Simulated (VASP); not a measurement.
Computed with PBE GGA, VASP's PBE PAW potentials (set 64) (plane waves; VASP).

VASP ran on this input.

**INCAR**
```
# general
SYSTEM  = Ru
PREC    = Accurate
ENCUT   = 480   # plane-wave cut-off (eV)
LREAL   = .FALSE.   # projection in real space or not
LASPH   = .TRUE.   # aspherical one-centre terms

# electronic loop
EDIFF   = 1E-7
NELM    = 100   # most electronic steps
ALGO    = Normal
LMAXMIX = 4

# smearing
ISMEAR  = 1
SIGMA   = 0.1   # width (eV)

# functional
GGA     = PE

# ions
IBRION  = 2
NSW     = 30   # most ionic steps
ISIF    = 2   # forces and stress, cell fixed
EDIFFG  = -0.01   # ionic stop

# output
LWAVE   = .FALSE.
LCHARG  = .FALSE.
```

KPOINTS:
```
Automatic mesh
0
Gamma
14 14 8
0 0 0
```

**POSCAR**
```
Ru
1
    1.3052112292    -2.2606923146     0.0000000000
    1.3052112292     2.2606923146     0.0000000000
    0.0000000000     0.0000000000     4.1141619583
Ru
2
Direct
  0.3333330000   0.6666670000   0.2500000000
  0.6666670000   0.3333330000   0.7500000000
```

POTCAR, in this order: Ru_pv (PBE.64 set). Program: vasp_std.

Output

File OSZICAR:
```
       N       E                     dE             d eps       ncg     rms          rms(c)
DAV:   1     0.270763732254E+03    0.27076E+03   -0.17351E+04  4336   0.166E+03
DAV:   2    -0.128504252857E+02   -0.28361E+03   -0.27772E+03  4532   0.483E+02
DAV:   3    -0.191117257733E+02   -0.62613E+01   -0.60912E+01  4538   0.774E+01
DAV:   4    -0.191801256396E+02   -0.68400E-01   -0.68311E-01  5294   0.696E+00
DAV:   5    -0.191812286154E+02   -0.11030E-02   -0.11028E-02  4704   0.772E-01    0.234E+01
DAV:   6    -0.181022186019E+02    0.10790E+01   -0.24545E+00  4374   0.172E+01    0.791E+00
DAV:   7    -0.179900002023E+02    0.11222E+00   -0.34264E-01  4430   0.595E+00    0.154E+00
DAV:   8    -0.179810361363E+02    0.89641E-02   -0.13997E-02  4396   0.147E+00    0.252E-01
DAV:   9    -0.179808947812E+02    0.14136E-03   -0.30573E-04  5594   0.159E-01    0.571E-02
DAV:  10    -0.179809021299E+02   -0.73487E-05   -0.14272E-05  4516   0.425E-02    0.464E-03
DAV:  11    -0.179809036490E+02   -0.15191E-05   -0.14376E-06  4800   0.133E-02    0.190E-03
DAV:  12    -0.179809033389E+02    0.31008E-06   -0.32648E-08  2368   0.197E-03    0.618E-04
DAV:  13    -0.179809033953E+02   -0.56362E-07   -0.52842E-09  2290   0.584E-04
   1 F= -.17980903E+02 E0= -.17980756E+02  d E =-.179809E+02
```

### OUTCAR
```
------------------------ aborting loop because EDIFF is reached ----------------------------------------
  FORCE on cell =-STRESS in cart. coord.  units (eV):
  Direction    XX          YY          ZZ          XY          YZ          ZX
  --------------------------------------------------------------------------------------
  Total        7.9171710      7.9171721      8.4508384      0.0000000      0.0000000      0.0000000
  in kB      522.4526901    522.4527599    557.6693064      0.0000000      0.0000000      0.0000000
  external PRESSURE =     534.1915855 kB  Pullay stress =       0.0000000 kB
  volume of cell :       24.28
      direct lattice vectors                 reciprocal lattice vectors
     1.305211229 -2.260692315  0.000000000     0.383079757 -0.221171186  0.000000000
     1.305211229  2.260692315  0.000000000     0.383079757  0.221171186  0.000000000
     0.000000000  0.000000000  4.114161958     0.000000000  0.000000000  0.243062867
 POSITION                                       TOTAL-FORCE (eV/Angst)
 -----------------------------------------------------------------------------------
      1.30521      0.75357      1.02854         0.000000      0.000000      0.000000
      1.30521     -0.75357      3.08562        -0.000000     -0.000000      0.000000
 -----------------------------------------------------------------------------------
    total drift:                               -0.000000      0.000457     -0.000044
  FREE ENERGIE OF THE ION-ELECTRON SYSTEM (eV)
  ---------------------------------------------------
  free  energy   TOTEN  =       -17.9809033953 eV

  energy  without entropy=      -17.9804603553  energy(sigma->0) =      -17.98075572

 reached required accuracy - stopping structural energy minimisation
```
(Selected blocks of OUTCAR.)

The compound is Ru in the hcp structure. This cell was strained or had an atom moved on purpose.
